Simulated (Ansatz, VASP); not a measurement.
# SnO (tetragonal SnO 3 layers, AA): VASP beside Ansatz

Wanted: the spread between two codes on one cell, functional and k mesh. The structure shown is the start of the Ansatz relaxation below; VASP solves that cell, so the two are compared at the walk's first step.

Method: plane waves, with VASP 6.6.1 beside it; single point at PBE with D3(BJ), in Ansatz 0.2.0.

## Step 1: Starting point

The cell holds 12 atoms: 6 Sn and 6 O. Cell: a = 3.850 Å, b = 3.850 Å, c = 51.443 Å, α = 90.0°, β = 90.0°, γ = 90.0°. Vacuum lies along c.

## Step 2: Ansatz: relaxation, PBE with D3(BJ)

Ansatz runs on its default PAW (the set named soft_2) files.

The two programs are compared at the cell with which this relaxation starts, whose forces are those of its first step.

The input, input.yaml:

```yaml
crystal:
  lattice:
    - [3.85, 0.0, 0.0]
    - [0.0, 3.85, 0.0]
    - [0.0, 0.0, 51.4426406866]
  atoms:
    - { symbol: Sn, position: [0.5, 0.0, 0.400446006] }
    - { symbol: O, position: [0.0, 0.0, 0.4141915441] }
    - { symbol: O, position: [0.5, 0.5, 0.4141915441] }
    - { symbol: Sn, position: [0.0, 0.5, 0.4279370823] }
    - { symbol: Sn, position: [0.5, 0.0, 0.4862544618] }
    - { symbol: O, position: [0.0, 0.0, 0.5] }
    - { symbol: O, position: [0.5, 0.5, 0.5] }
    - { symbol: Sn, position: [0.0, 0.5, 0.5137455382] }
    - { symbol: Sn, position: [0.5, 0.0, 0.5720629177] }
    - { symbol: O, position: [0.0, 0.0, 0.5858084559] }
    - { symbol: O, position: [0.5, 0.5, 0.5858084559] }
    - { symbol: Sn, position: [0.0, 0.5, 0.599553994] }
  periodic: [true, true, false]
kpoints:
  mp_grid: { grid: [8, 8, 1] }
hamiltonian:
  xc: pbe
  dispersion: d3bj
scf:
  occupations: { method: fermi_dirac, width: 0.05 }
  convergence: { dr2_threshold: 1.0e-09 }
relax:
  f_tol: 0.004
  max_steps: 90
  cell: {}
output:
  write_potential: true
  write_density: true
  volumetric_format: npy
```

On the command line:

```
ansatz run input.yaml --threads 4 --pin off --max-ram 12288MiB --backend cpu --events-out ev --progress --plain --runs-dir out
```

Numbers of over 12 decimals in the logs are rounded to 6 here.

Log:

```text
Warning: relax.cell: scf.convergence.dr2_threshold = 1e-9 eV is looser than the 2.9285113632e-10 eV advised for a relaxation that steers and ends on the stress (1e-10 eV for each atom of the cell: 12, times the square of relax.cell.stress_2d_tol = 0.05 N/m over 20.2 Å (the atoms' height at the walk's start and 5 Å past either face), 2.470e-2 GPa, over a crystal's default 0.05). What an SCF threshold leaves in a stress goes as its square root, and in the free energy as the threshold itself, and one threshold admits the most on a small cell: [figures from the program's tests cut] Set scf.convergence.dr2_threshold to 2.9285113632e-10 eV or tighter. [rest of the remark cut]
Engine: ansatz 0.2.0, aarch64-unknown-linux-gnu
Pseudopotentials: kind: paw
Pseudopotential: Sn, paw, valence charge 14, recommended cutoff 420 eV (normal), Sn.paw.azcp
Pseudopotential: O, paw, valence charge 6, recommended cutoff 420 eV (normal), O.paw.azcp
Functional definition: PBE
  parameter kappa = 0.804
  parameter beta = 0.066725
  exchange = pbe_x(kappa = kappa, mu = beta*pi^2/3)
  correlation = pbe_c(beta = beta)
Crystal: 12 atoms, lattice volume = 762.509 Å³
Basis set: ecut = 420 eV, 15003 PW (Γ), exchange–correlation on 54×54×720 points (8 copies of the dense FFT grid, shifted against one another)
Bands: 72, of which v1, the nominal top of the filled ones, is band 60 counted from 1 (59 counted from 0)
Symmetry: 16 space group operations
Space group: P4/nmm (ITA 129), of the structure as read, at distance tolerance 9.1e-5 Å
k-points: 15 of 64
Non-local potential: Sn, projectors of the file, l = 0: 2, l = 1: 2, l = 2: 2, l = 3: 2
Non-local potential: O, projectors of the file, l = 0: 2, l = 1: 2, l = 2: 1
PAW form: soft (Blöchl's): semilocal exchange-correlation on the pseudo side does not see the compensation charge
PAW one-centre angular grid: Sn, 590 points (default); XC on 64 Gauss nodes
PAW one-centre angular grid: O, 110 points (default); XC on 64 Gauss nodes
Initial density: superposition of atomic densities (neutral atoms: chi_scale 0, normalization atom), corrected by the library's trained network
Initial wavefunctions: pseudopotential atomic-orbital guess
Functional: x = pbe(κ = 0.804, μ = 0.219515), c = pbe(β = 0.066725)
SCF iter   1: F=—  HF=-39541.787260 eV  |F-HF|=—  |Δ(HF+E_count)|=         —  Δρ=4.30e-3  dr2=1.89e-1  ethr=1.77e-3  ⟨swp⟩=13.5  Hψ=6842  notcnv=0  defer=20
preconditioner: auto → LDOS  [insulator: Δε(μ)=0.315 eV  Ē_g=18.954 eV  σ=0.050 eV  W_gap=0.81  n_scr=108 (ndim 8)  ℏωp=14.7 eV  f_vac=0.724  D(μ)=0.59/eV (n_scr^D=6)  ε∞_Penn≈1.6  β→1.0]
SCF iter   2: F=—  HF=-39541.902671 eV  |F-HF|=—  |Δ(HF+E_count)|=   1.15e-1  Δρ=5.41e-3  dr2=5.27e-1  ethr=1.58e-4  ⟨swp⟩=5.3  Hψ=3264  notcnv=0  defer=80
SCF iter   3: F=—  HF=-39541.786313 eV  |F-HF|=—  |Δ(HF+E_count)|=   1.16e-1  Δρ=1.54e-3  dr2=3.58e-2  ethr=1.58e-4  ⟨swp⟩=4.5  Hψ=2615  notcnv=0  defer=80
SCF iter   4: F=—  HF=-39541.777997 eV  |F-HF|=—  |Δ(HF+E_count)|=   8.32e-3  Δρ=3.99e-4  dr2=2.21e-3  ethr=2.99e-5  ⟨swp⟩=3.3  Hψ=2543  notcnv=0  defer=76
SCF iter   5: F=—  HF=-39541.777419 eV  |F-HF|=—  |Δ(HF+E_count)|=   5.77e-4  Δρ=5.34e-5  dr2=4.27e-5  ethr=1.84e-6  ⟨swp⟩=3.7  Hψ=2806  notcnv=0  defer=76
SCF iter   6: F=—  HF=-39541.777307 eV  |F-HF|=—  |Δ(HF+E_count)|=   1.13e-4  Δρ=2.29e-5  dr2=5.09e-6  ethr=3.56e-8  ⟨swp⟩=3.7  Hψ=2483  notcnv=0  defer=76
SCF iter   7: F=—  HF=-39541.776925 eV  |F-HF|=—  |Δ(HF+E_count)|=   3.81e-4  Δρ=7.38e-6  dr2=4.12e-7  ethr=4.24e-9  ⟨swp⟩=3.5  Hψ=2449  notcnv=0  defer=76
SCF iter   8: F=—  HF=-39541.776926 eV  |F-HF|=—  |Δ(HF+E_count)|=   3.00e-7  Δρ=1.66e-6  dr2=1.74e-8  ethr=3.44e-10  ⟨swp⟩=3.1  Hψ=2211  notcnv=0  defer=76
SCF iter   9: F=-39541.776926 eV  HF=-39541.776926 eV  |F-HF|=4.23e-9  |Δ(HF+E_count)|=   1.19e-7  Δρ=4.07e-7  dr2=9.20e-10  ethr=1.00e-12  ⟨swp⟩=12.4  Hψ=11141  notcnv=0
SCF 1 converged in 9 iterations: F = -39541.776926 eV  dr2 = 9.20e-10
  greatest PAW one-centre occupation: 0.996 electrons in one spin orbital (limit 2), on the Sn atom at site 11 (counted from 0), in its partial waves of l = 2
relax step   1: F+E_penalty+E_count = -39541.77692590 eV  Δ(F+E_penalty+E_count) = +0.000e0 eV  max|allowed force component| = 7.662e0 eV/Å  Δτ_max = 0.0000 Å  P = +64.315 N/m  Ω = 762.509 Å³  fix = [c, alpha, beta]  reactions: c +0.000 N/m  (9 SCF iters, accepted)
Crystal: 12 atoms, lattice volume = 784.913 Å³
[...]
basis re-selected at this cell: Δ(F+E_penalty+E_count) = +5.057e-3 eV, ΔP = -0.048 N/m vs the last step (what re-selecting the basis moved, of the pressure what is left beyond the Pulay correction that the steps carried, after the strain that the cell walked since its last selection, with what the two solves' SCF thresholds leave and, on support functions, any second-order correction that the steps lacked; it is no m [...]
WARN: The output density's exchange-correlation potential varies sharply where the density is thin. Do not read a vacuum level from v_tot or v_xc, or from such a field of the output density. On a cell that repeats whose density bears no net charge and no dipole along the vacuum's axis use v_es (v_loc + v_h of the components); under efield.dipole_correction with no amplitude use v_es + v_field, which holds any externa [...]
SCF converged after 5 iterations
Free energy (F): -39552.400373 eV
Harris-Foulkes:  -39552.400373 eV  (|F-HF|=8.73e-11)
Internal energy: -39552.399981 eV  (E = F + TS)
E sigma→0 (E₀):  -39552.400177 eV
Entropy (-TS):   -0.000392 eV (-0.033 meV/atom)
Fermi energy:    -4.012702 eV
--- Per-component energies (eV) ---
  E_band       = -2230.649397
  E_kinetic    = 2168.995111
  E_local      = -734082.333469  (includes V_loc(G=0)·N_el)
  E_nonlocal   = 95.780216
  E_hartree    = 366535.383862
  E_xc         = -2738.112828
  E_vxc        = -1140.553822  (∫ρ·V_xc dr)
  E_paw        = -25765.261679  (= ΣΔE_a)
  E_vpaw       = -2343.328536  (= ΣTr[D̂ρ^β])
  E_aug_tail   = 0.014377  (compensation charges beyond the density's cutoff)
  E_ewald      = 354235.519868
  E_disp       = -2.385440  (pairwise vdW)
  E_smearing   = -0.000392  (= −TS)
  E_closure    = 0.000000  (closes the sum)
  Σ components = -39552.400373   (vs F -39552.400373, Δ=0.00e0)
--- Forces (eV/Å), atoms counted from 1 ---
  atom   1  Sn     0.00000000     0.00000000    -0.00089150
  atom   2  O      0.00000000     0.00000000    -0.00048872
  atom   3  O      0.00000000     0.00000000    -0.00048872
  atom   4  Sn     0.00000000     0.00000000     0.00000314
  atom   5  Sn     0.00000000     0.00000000    -0.00073347
  atom   6  O      0.00000000     0.00000000     0.00000000
  atom   7  O      0.00000000     0.00000000     0.00000000
  atom   8  Sn     0.00000000     0.00000000     0.00073347
  atom   9  Sn     0.00000000     0.00000000    -0.00000314
  atom  10  O      0.00000000     0.00000000     0.00048872
  atom  11  O      0.00000000     0.00000000     0.00048872
  atom  12  Sn     0.00000000     0.00000000     0.00089150
  max |Σ_I F_I| component: 5.54e-17 eV/Å
--- 2D stress c σ (N/m, compression-positive) ---
       -0.047798       0.000000       0.000000
        0.000000      -0.047798       0.000000
        0.000000       0.000000       0.000000
  P = ½ c Tr σ = -0.0478 N/m
--- Band table (eV; the first three rows and the last of 15) ---
  k-point 0: bands = [... 56 lower, -7.1085, -5.8993, -4.9953, -4.3033, -2.3509, -2.3483, -2.2826, -2.0773, ... 8 higher]
  k-point 1: bands = [... 56 lower, -6.6831, -5.8426, -4.9066, -4.3031, -2.1919, -1.9902, -1.9510, -1.7680, ... 8 higher]
  k-point 2: bands = [... 56 lower, -6.2618, -5.7477, -5.0185, -4.7099, -2.4777, -1.8297, -1.3188, -1.3072, ... 8 higher]
  k-point 14: bands = [... 56 lower, -6.3155, -6.3155, -5.9341, -5.9341, -3.7825, -3.7825, -2.9062, -2.9062, ... 8 higher]
  the weakly bound empty levels are not read free of the cell's end (no_gap_told)
--- Relaxed structure (8 steps of the walk, 8 accepted, 1 SCFs on fresh bases) ---
  F+E_penalty+E_count = -39552.40037295 eV   max|allowed force component| = 8.915e-4 eV/Å   (the final SCF, on the basis selected at the relaxed cell)
  cell:  # Å, volume = 755.6776 Å³
    - [3.832716, 0, 0.0]
    - [0, 3.832716, 0.0]
    - [0.0, 0.0, 51.4426406866]
  atoms:
    - { symbol: Sn, position: [0.5, 0, 0.384185] }
    - { symbol: O, position: [0, 0, 0.406942] }
    - { symbol: O, position: [0.5, 0.5, 0.406942] }
    - { symbol: Sn, position: [0, 0.5, 0.429652] }
    - { symbol: Sn, position: [0.5, 0, 0.477450] }
    - { symbol: O, position: [0, 0, 0.5] }
    - { symbol: O, position: [0.5, 0.5, 0.5] }
    - { symbol: Sn, position: [0, 0.5, 0.522550] }
    - { symbol: Sn, position: [0.5, 0, 0.570348] }
    - { symbol: O, position: [0, 0, 0.593058] }
    - { symbol: O, position: [0.5, 0.5, 0.593058] }
    - { symbol: Sn, position: [0, 0.5, 0.615815] }
```

(Continued in part 2 of 2.)

[Lines on the potential files, build, host, timing and source positions are cut from VASP's logs without a mark.]

[Logs are printed without paths, hosts, clocks, repeated set-up lines and the standing remarks that a program may print on its own settings, such as how far it seeks lower states.]

[Hosts, paths, dates, database ids (printed as entryN), source tags and the programs' standing remarks are cut or masked in the printed files.]
